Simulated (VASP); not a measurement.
Data:

```yaml
crystal:
  lattice:
    - [0.00000, 2.16628, 2.16628]
    - [2.16628, 0.00000, 2.16628]
    - [2.16628, 2.16628, 0.00000]
  atoms:
    - { symbol: Ti, position: [0.04616, 0.95384, 0.95384] }
    - { symbol: C, position: [0.50000, 0.50000, 0.50000] }
```

Method: r2SCAN meta-GGA, VASP's PBE PAW potentials (set 64) (plane waves; VASP). Run with 600 eV cut-off, 14×14×14 Γ-centred mesh, first-order Methfessel-Paxton smearing of 0.10 eV, potentials Ti_sv C.

Predict the energy per atom (σ→0), pressure, largest force, band gap (on the k-mesh) with the smallest direct gap where there is one.

The band gap (on the k-mesh) comes out as none (metal, semimetal or under 0.01 eV) and the energy per atom (σ→0) comes out as -12.344 eV/atom. The pressure comes out as 4.89 GPa and the largest force is 1.965 eV/Å.

The compound is TiC in the rock salt structure. This cell was strained or had an atom moved on purpose.
